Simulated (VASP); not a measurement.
A convergence study with VASP on KI (space group Fm-3m): one setting is varied, all else stays as given below, so the limit is that of these other settings.

```xyz
2
Lattice="0.0000 3.5173 3.5173 3.5173 0.0000 3.5173 3.5173 3.5173 0.0000" Properties=species:S:1:pos:R:3 pbc="T T T"
K      0.0000     0.0000     0.0000
I      3.5173     3.5173     3.5173
```

These are LDA (Ceperley-Alder, Perdew-Zunger), VASP's LDA PAW potentials (set 64) (plane waves; VASP 6.6.1) values and carry that method's errors. The tightest run used: 300 eV cut-off, 10×10×10 Γ-centred mesh, Gaussian smearing of 0.010 eV, potentials K_sv I.

```json
[
 {"setting": "2×2×2 mesh", "mean ε∞": "3.92", "highest Γ mode (cm⁻¹)": "84.8", "irreducible k-points": "3"},
 {"setting": "3×3×3 mesh", "mean ε∞": "3.14", "highest Γ mode (cm⁻¹)": "91.7", "irreducible k-points": "4"},
 {"setting": "4×4×4 mesh", "mean ε∞": "3.00", "highest Γ mode (cm⁻¹)": "92.3", "irreducible k-points": "8"}
]
```

### Question
These are the cheaper rows. Estimate the results at 10×10×10 mesh, and how far the last row shown lies from them.

### Answer

```csv
quantity,tightest run,last row shown is off by
mean ε∞,2.97,0.04
highest Γ mode (cm⁻¹),92.4,-0.1
```

Left out are rungs that failed or repeat a setting and relaxations that didn't move; long series are thinned to 24 rows.

The structure is a typed KI crystal (space group no. 225). The cell was not relaxed at this level.
